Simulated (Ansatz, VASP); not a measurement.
**FeSi2 (Linzhiite) in two plane-wave programs**

Wanted: the spread between two codes on one cell, functional and k mesh. The cell is taken from a series of runs on this material, whose earlier steps may have relaxed, scaled, displaced or heated it; both programs get it as it stands.

Main program and level: Ansatz 0.2.0; plane waves, with VASP 6.6.1 beside it; zone-centre phonons at PBEsol.

### 1. Set-up

Symmetry: P4/mmm, No. 123, tetragonal system. The conventional cell has a = 2.654 Å, b = 2.654 Å, c = 5.311 Å, α = 90.00°, β = 90.00°, γ = 90.00°. Nearest to Si lie 4 Fe at 2.37 Å and 5 Si at 2.41 to 2.65 Å. Fe has 8 Si at 2.37 Å and 4 Fe at 2.65 Å nearest. Farther neighbours are not listed.

As a file:

```
Si Fe
1.0
     2.65392    0.00000    0.00000
     0.00000    2.65392    0.00000
     0.00000    0.00000    5.31123
Si Fe
2 1
Direct
  0.50000 0.50000 0.27266
  0.50000 0.50000 0.72734
  0.00000 0.00000 0.00000
```

### 2. VASP: zone-centre phonons, PBEsol

Second derivatives magnify differences that forces hide, and they need a tight electronic threshold.

Lines of VASP's logs that name or quote its potential files are left out, and so is its time.

INCAR

```
SYSTEM = FeSi2
PREC = Accurate
ENCUT = 600
EDIFF = 1E-08
NELM = 120
ISMEAR = 1
SIGMA = 0.2
LREAL = .FALSE.
ALGO = Normal
GGA = PS
NBANDS = 14
LASPH = .TRUE.
LORBIT = 11
LWAVE = .FALSE.
LCHARG = .FALSE.
ISIF = 2
IBRION = 8
GGA_COMPAT = .FALSE.
KPAR = 2
```

POSCAR

```
FeSi2
1.0
    2.6539232441      0.0000000000      0.0000000000
    0.0000000000      2.6539232441      0.0000000000
    0.0000000000      0.0000000000      5.3112278300
Si Fe
2 1
Direct
    0.5000000000      0.5000000000      0.2726563514
    0.5000000000      0.5000000000      0.7273436486
    0.0000000000      0.0000000000      0.0000000000
```

KPOINTS

```
Automatic mesh
0
Gamma
16 16 8
0 0 0
```

PAW data sets: Si and Fe (PBE family, release 64).

Command:

```
> mpirun -np 2 vasp_std
```

Numbers of over 12 decimals in the logs are rounded to 6 here.

Log:

```text
[banner, memory and clock lines left out]
running    2 mpi-ranks, on    1 nodes
 distrk:  each k-point on    1 cores,    2 groups
 distr:  one band on    1 cores,    1 groups

 POSCAR found type information on POSCAR SiFe
 POSCAR found :  2 types and       3 ions
|                                                                             |
|               ----> ADVICE to this user running VASP <----                  |
|                                                                             |
|     You enforced a specific xc type in the INCAR file but a different       |
|     [... a line on the potential file left out ...]
|     I HOPE YOU KNOW WHAT YOU ARE DOING!                                     |
|                                                                             |

 LDA part: xc-table for (Slater+PW92), standard interpolation
 POSCAR, INCAR and KPOINTS ok, starting setup
 FFT: planning ... GRIDC
 FFT: planning ... GRID_SOFT
 FFT: planning ... GRID
 WAVECAR not read
 entering main loop
       N       E                     dE             d eps       ncg     rms          rms(c)
DAV:   1     0.655239427631E+02    0.65524E+02   -0.77570E+03  6356   0.129E+03
DAV:   2    -0.194277162685E+02   -0.84952E+02   -0.75689E+02  6482   0.228E+02
DAV:   3    -0.235439837503E+02   -0.41163E+01   -0.39183E+01  8530   0.554E+01
DAV:   4    -0.236432798187E+02   -0.99296E-01   -0.98936E-01  7302   0.787E+00
DAV:   5    -0.236459229417E+02   -0.26431E-02   -0.26427E-02  8590   0.141E+00    0.171E+01
DAV:   6    -0.263972687295E+02   -0.27513E+01   -0.18961E+01  8086   0.102E+02    0.191E+01
DAV:   7    -0.220264981893E+02    0.43708E+01   -0.16025E+01  8436   0.904E+01    0.498E+00
DAV:   8    -0.219128033165E+02    0.11369E+00   -0.64758E-01  8392   0.831E+00    0.183E+00
DAV:   9    -0.218817203391E+02    0.31083E-01   -0.73023E-02  8692   0.534E+00    0.669E-01
DAV:  10    -0.218801449978E+02    0.15753E-02   -0.44526E-03  7530   0.617E-01    0.102E-01
DAV:  11    -0.218801249917E+02    0.20006E-04   -0.31031E-04  8270   0.203E-01    0.544E-02
DAV:  12    -0.218801194968E+02    0.54948E-05   -0.21103E-05  8044   0.438E-02    0.229E-02
DAV:  13    -0.218801186825E+02    0.81435E-06   -0.53599E-06  8498   0.290E-02    0.661E-03
DAV:  14    -0.218801186947E+02   -0.12231E-07   -0.46998E-07  8758   0.768E-03    0.272E-03
DAV:  15    -0.218801187206E+02   -0.25869E-07   -0.98858E-08  7802   0.286E-03    0.120E-03
DAV:  16    -0.218801187144E+02    0.61784E-08   -0.81248E-09  4486   0.156E-03
   1 F= -.21880119E+02 E0= -.21880036E+02  d E =-.247595E-03
 Linear response reoptimize wavefunctions to high precision
DAV:   1    -0.218801187133E+02    0.10887E-08   -0.43512E-09  7818   0.539E-04
DAV:   2    -0.218801187133E+02   -0.57980E-11   -0.11426E-10  4032   0.902E-05
 Linear response DOF=           4
 Linear response progress:
  Degree of freedom:   1/  4
       N       E                     dE             d eps       ncg     rms          rms(c)
RMM:   1    -0.117660205110E-01   -0.11766E-01   -0.10045E-03 36317   0.827E-01
RMM:   2    -0.110429451899E-01    0.72308E-03   -0.35465E-04 22036   0.371E-01    0.643E-02
RMM:   3    -0.110985297938E-01   -0.55585E-04   -0.23409E-04 27096   0.119E-01    0.361E-02
RMM:   4    -0.111821911805E-01   -0.83661E-04   -0.26964E-05 25333   0.486E-02    0.530E-03
RMM:   5    -0.111822397157E-01   -0.48535E-07   -0.48832E-06 28468   0.151E-02    0.280E-03
RMM:   6    -0.111641801207E-01    0.18060E-04   -0.74924E-07 27085   0.673E-03    0.974E-04
RMM:   7    -0.111691305078E-01   -0.49504E-05   -0.15918E-07 24944   0.279E-03    0.469E-04
RMM:   8    -0.111693345764E-01   -0.20407E-06    0.24719E-08 24915   0.114E-03    0.221E-04
RMM:   9    -0.111691486478E-01    0.18593E-06   -0.23814E-09 28240   0.388E-04    0.343E-05
RMM:  10    -0.111690179435E-01    0.13070E-06   -0.17329E-09 28746   0.112E-04    0.131E-05
RMM:  11    -0.111691186923E-01   -0.10075E-06   -0.43482E-10 28206   0.419E-05    0.597E-06
RMM:  12    -0.111690884686E-01    0.30224E-07   -0.75853E-10 28019   0.232E-05    0.186E-06
RMM:  13    -0.111690803600E-01    0.81086E-08   -0.69184E-10 29647   0.148E-05    0.644E-07
 first order change of Fermi-energy   0.35103E-04
 force on displaced ion       1 direction 1 :  -4.477   0.000  -0.000
 Linear response progress:
  Degree of freedom:   2/  4
       N       E                     dE             d eps       ncg     rms          rms(c)
RMM:   1    -0.343988249949E-01   -0.34399E-01    0.90211E-02 14362   0.164E+00
RMM:   2    -0.318369460148E-01    0.25619E-02   -0.16259E-03  8621   0.633E-01    0.164E-01
RMM:   3    -0.321402102336E-01   -0.30326E-03   -0.12230E-03  8004   0.425E-01    0.202E-01
RMM:   4    -0.318667168144E-01    0.27349E-03   -0.54943E-04  7440   0.339E-01    0.666E-02
RMM:   5    -0.319600570628E-01   -0.93340E-04   -0.13769E-04 10049   0.851E-02    0.234E-02
RMM:   6    -0.319818489224E-01   -0.21792E-04   -0.10074E-05 10160   0.225E-02    0.825E-03
RMM:   7    -0.319905949710E-01   -0.87460E-05   -0.13731E-06  8982   0.136E-02    0.158E-03
RMM:   8    -0.319884426324E-01    0.21523E-05   -0.44610E-07 10030   0.585E-03    0.591E-04
RMM:   9    -0.319879635819E-01    0.47905E-06   -0.75013E-08 10564   0.161E-03    0.358E-04
RMM:  10    -0.319877137278E-01    0.24985E-06   -0.21907E-08 10746   0.439E-04    0.906E-05
RMM:  11    -0.319877436597E-01   -0.29932E-07   -0.86106E-10  9364   0.195E-04    0.214E-05
RMM:  12    -0.319877562918E-01   -0.12632E-07   -0.65389E-10 10925   0.682E-05    0.699E-06
RMM:  13    -0.319877465038E-01    0.97880E-08    0.50026E-10 11069   0.254E-05    0.313E-06
 first order change of Fermi-energy  -0.16051E+00
 force on displaced ion       1 direction 3 :  -0.000  -0.000 -15.469
 Linear response progress:
  Degree of freedom:   3/  4
       N       E                     dE             d eps       ncg     rms          rms(c)
RMM:   1    -0.164045527691E+00   -0.16405E+00   -0.83882E-02 18849   0.252E+00
RMM:   2    -0.163974931072E+00    0.70597E-04   -0.18506E-03 15302   0.518E-01    0.219E-01
RMM:   3    -0.163746813642E+00    0.22812E-03   -0.33634E-04 17852   0.130E-01    0.131E-01
RMM:   4    -0.164164445315E+00   -0.41763E-03   -0.37382E-04 17993   0.139E-01    0.101E-02
RMM:   5    -0.164105896848E+00    0.58548E-04   -0.80847E-06 18379   0.246E-02    0.650E-03
RMM:   6    -0.164092817033E+00    0.13080E-04   -0.10954E-06 15010   0.136E-02    0.593E-03
RMM:   7    -0.164084275809E+00    0.85412E-05   -0.36100E-07 14384   0.929E-03    0.660E-04
RMM:   8    -0.164079549038E+00    0.47268E-05   -0.11543E-07 19064   0.236E-03    0.280E-04
RMM:   9    -0.164079403261E+00    0.14578E-06   -0.10035E-08 18356   0.660E-04    0.148E-04
RMM:  10    -0.164078170037E+00    0.12332E-05   -0.28852E-09 18245   0.307E-04    0.358E-05
RMM:  11    -0.164078276411E+00   -0.10637E-06   -0.25194E-09 19407   0.107E-04    0.106E-05
RMM:  12    -0.164078339468E+00   -0.63057E-07   -0.24185E-09 19582   0.486E-05    0.276E-06
RMM:  13    -0.164078318915E+00    0.20553E-07   -0.24294E-09 19723   0.334E-05    0.567E-07
RMM:  14    -0.164078322973E+00   -0.40579E-08   -0.24715E-09 16046   0.292E-05    0.146E-07
 first order change of Fermi-energy   0.39047E-03
 force on displaced ion       3 direction 1 :  -7.591  -0.000   0.000
 Linear response progress:
  Degree of freedom:   4/  4
       N       E                     dE             d eps       ncg     rms          rms(c)
RMM:   1    -0.188066423205E+00   -0.18807E+00   -0.97367E-02 11556   0.239E+00
RMM:   2    -0.181362792648E+00    0.67036E-02   -0.27086E-03  8016   0.759E-01    0.230E-01
RMM:   3    -0.180471411329E+00    0.89138E-03   -0.18559E-03  9786   0.293E-01    0.122E-01
RMM:   4    -0.180604628611E+00   -0.13322E-03   -0.33408E-04 10096   0.103E-01    0.601E-02
RMM:   5    -0.180909512167E+00   -0.30488E-03   -0.11733E-04  9741   0.865E-02    0.106E-02
RMM:   6    -0.180914630646E+00   -0.51185E-05   -0.57626E-06  8602   0.270E-02    0.638E-03
RMM:   7    -0.180913698085E+00    0.93256E-06   -0.22731E-06  9663   0.123E-02    0.271E-03
RMM:   8    -0.180898121904E+00    0.15576E-04   -0.36948E-07 10068   0.423E-03    0.542E-04
RMM:   9    -0.180898839515E+00   -0.71761E-06   -0.28787E-08 10433   0.129E-03    0.387E-04
RMM:  10    -0.180897703509E+00    0.11360E-05   -0.53743E-09 10264   0.398E-04    0.106E-04
RMM:  11    -0.180898318093E+00   -0.61458E-06   -0.24531E-09  9605   0.224E-04    0.155E-05
RMM:  12    -0.180898350316E+00   -0.32223E-07   -0.17605E-09 10785   0.875E-05    0.915E-06
RMM:  13    -0.180898319520E+00    0.30796E-07   -0.10428E-09 10942   0.397E-05    0.584E-06
RMM:  14    -0.180898323002E+00   -0.34825E-08   -0.10874E-09 10175   0.270E-05    0.120E-06
 first order change of Fermi-energy   0.29151E-02
 force on displaced ion       3 direction 3 :  -0.000   0.000 -11.344
 Linear response finished
```

OUTCAR, selected parts (step 2):

```text
ion  position               nearest neighbor table
   1  0.500  0.500  0.273-   3 2.37   3 2.37   3 2.37   3 2.37   2 2.41   2 2.90
   2  0.500  0.500  0.727-   3 2.37   3 2.37   3 2.37   3 2.37   1 2.41   1 2.90
   3  0.000  0.000  0.000-   1 2.37   2 2.37   1 2.37   2 2.37   1 2.37   2 2.37   1 2.37   2 2.37

  LATTYP: Found a simple tetragonal cell.
 ALAT       =     2.6539232441
 C/A-ratio  =     2.0012740918

 Subroutine GETGRP returns: Found 16 space group operations
 (whereof 16 operations were pure point group operations)

The static configuration has the point symmetry D_4h.

 Found    225 irreducible k-points:

   k-points           NKPTS =    225   k-points in BZ     NKDIM =    225   number of bands    NBANDS=     14

   dimension x,y,z NGX =    24 NGY =   24 NGZ =   42
   dimension x,y,z NGXF=    48 NGYF=   48 NGZF=   84

   ENCUT  =  600.0 eV  44.10 Ry    6.64 a.u.   5.30  5.30 10.61*2*pi/ulx,y,z

   NELECT =      16.0000    total number of electrons

 k-points in reciprocal lattice and weights: Automatic mesh
   0.00000000  0.00000000  0.00000000       0.000
   0.06250000  0.00000000  0.00000000       0.002
   0.12500000  0.00000000  0.00000000       0.002
   0.18750000  0.00000000  0.00000000       0.002
   0.25000000  0.00000000  0.00000000       0.002
   0.31250000  0.00000000  0.00000000       0.002
   0.37500000  0.00000000  0.00000000       0.002
   0.43750000  0.00000000  0.00000000       0.002
   0.50000000  0.00000000  0.00000000       0.001
[...]
0.50000000  0.43750000  0.50000000       0.002
   0.50000000  0.50000000  0.50000000       0.000

 average (electrostatic) potential at core
       1 -79.9190       2 -79.9190       3 -39.3706

  Total        0.0837781      0.0837781     -3.5729927      0.0000000      0.0000000      0.0000000
  in kB        3.5881397      3.5881397   -153.0280578      0.0000000      0.0000000      0.0000000
  external PRESSURE =     -48.6172595 kB  Pullay stress =       0.0000000 kB

  energy-cutoff  :      600.00
  volume of cell :       37.41
      direct lattice vectors                 reciprocal lattice vectors
     2.653923244  0.000000000  0.000000000     0.376800649  0.000000000  0.000000000
     0.000000000  2.653923244  0.000000000     0.000000000  0.376800649  0.000000000
     0.000000000  0.000000000  5.311227830     0.000000000  0.000000000  0.188280381

 POSITION                                       TOTAL-FORCE (eV/Angst)
 -----------------------------------------------------------------------------------
      1.32696      1.32696      1.44814         0.000000      0.000000      0.020498
      1.32696      1.32696      3.86309        -0.000000     -0.000000     -0.020498
      0.00000      0.00000      0.00000        -0.000000      0.000000      0.000000
 -----------------------------------------------------------------------------------
    total drift:                               -0.000000      0.000000      0.000000

 Eigenvectors and eigenvalues of the dynamical matrix
 ----------------------------------------------------

   1 f  =   14.829327 THz    93.175408 2PiTHz  494.653094 cm-1    61.329140 meV
             X         Y         Z           dx          dy          dz
      1.326962  1.326962  1.448140     0.000000    0.000000   -0.707107
      1.326962  1.326962  3.863088     0.000000    0.000000    0.707107
      0.000000  0.000000  0.000000     0.000000    0.000000   -0.000000

   2 f  =    9.948324 THz    62.507162 2PiTHz  331.840362 cm-1    41.142943 meV
             X         Y         Z           dx          dy          dz
      1.326962  1.326962  1.448140    -0.000000    0.000000   -0.499194
      1.326962  1.326962  3.863088    -0.000000    0.000000   -0.499194
      0.000000  0.000000  0.000000    -0.000000   -0.000000    0.708245

   3 f  =    8.138113 THz    51.133272 2PiTHz  271.458230 cm-1    33.656516 meV
             X         Y         Z           dx          dy          dz
      1.326962  1.326962  1.448140     0.193724   -0.460084    0.000000
      1.326962  1.326962  3.863088     0.193724   -0.460084   -0.000000
      0.000000  0.000000  0.000000    -0.274838    0.652726    0.000000

   4 f  =    8.138113 THz    51.133272 2PiTHz  271.458230 cm-1    33.656516 meV
             X         Y         Z           dx          dy          dz
      1.326962  1.326962  1.448140    -0.460084   -0.193724    0.000000
      1.326962  1.326962  3.863088    -0.460084   -0.193724   -0.000000
      0.000000  0.000000  0.000000     0.652726    0.274838    0.000000

   5 f  =    6.701140 THz    42.104504 2PiTHz  223.525970 cm-1    27.713676 meV
             X         Y         Z           dx          dy          dz
      1.326962  1.326962  1.448140     0.086791   -0.701760   -0.000000
      1.326962  1.326962  3.863088    -0.086791    0.701760    0.000000
      0.000000  0.000000  0.000000     0.000000    0.000000    0.000000

   6 f  =    6.701140 THz    42.104504 2PiTHz  223.525970 cm-1    27.713676 meV
             X         Y         Z           dx          dy          dz
      1.326962  1.326962  1.448140     0.701760    0.086791   -0.000000
      1.326962  1.326962  3.863088    -0.701760   -0.086791    0.000000
      0.000000  0.000000  0.000000    -0.000000    0.000000    0.000000

   7 f/i=    0.001180 THz     0.007416 2PiTHz    0.039368 cm-1     0.004881 meV
             X         Y         Z           dx          dy          dz
      1.326962  1.326962  1.448140     0.416645    0.277850    0.000000
      1.326962  1.326962  3.863088     0.416645    0.277850    0.000000
      0.000000  0.000000  0.000000     0.587358    0.391694    0.000000

   8 f/i=    0.001180 THz     0.007416 2PiTHz    0.039368 cm-1     0.004881 meV
             X         Y         Z           dx          dy          dz
      1.326962  1.326962  1.448140     0.277850   -0.416645   -0.000000
      1.326962  1.326962  3.863088     0.277850   -0.416645   -0.000000
      0.000000  0.000000  0.000000     0.391694   -0.587358   -0.000000

   9 f/i=    0.001679 THz     0.010552 2PiTHz    0.056017 cm-1     0.006945 meV
             X         Y         Z           dx          dy          dz
      1.326962  1.326962  1.448140     0.000000   -0.000000    0.500805
      1.326962  1.326962  3.863088     0.000000   -0.000000    0.500805
      0.000000  0.000000  0.000000     0.000000   -0.000000    0.705967

 ELASTIC MODULI CONTR FROM IONIC RELAXATION (kBar)
 Direction    XX          YY          ZZ          XY          YZ          ZX
 --------------------------------------------------------------------------------
 XX        -137.9884   -137.9884    -42.3190      0.0000      0.0000      0.0000
 YY        -137.9884   -137.9884    -42.3190      0.0000      0.0000      0.0000
 ZZ         -42.3190    -42.3190    -12.9786      0.0000      0.0000      0.0000
 XY           0.0000      0.0000      0.0000      0.0000      0.0000      0.0000
 YZ           0.0000      0.0000      0.0000      0.0000   -342.7684      0.0000
 ZX           0.0000      0.0000      0.0000      0.0000      0.0000   -261.4354
 --------------------------------------------------------------------------------
```

This run has no spin polarisation, so a moment on Fe, if there is one, isn't seen.

[end of part 1 of 2]

[Lines on the potential files, build, host, timing and source positions are cut from VASP's logs without a mark.]

[Logs are printed without paths, hosts, clocks, repeated set-up lines and the standing remarks that a program may print on its own settings, such as how far it seeks lower states.]

[Hosts, paths, dates, database ids (printed as entryN), source tags and the programs' standing remarks are cut or masked in the printed files.]
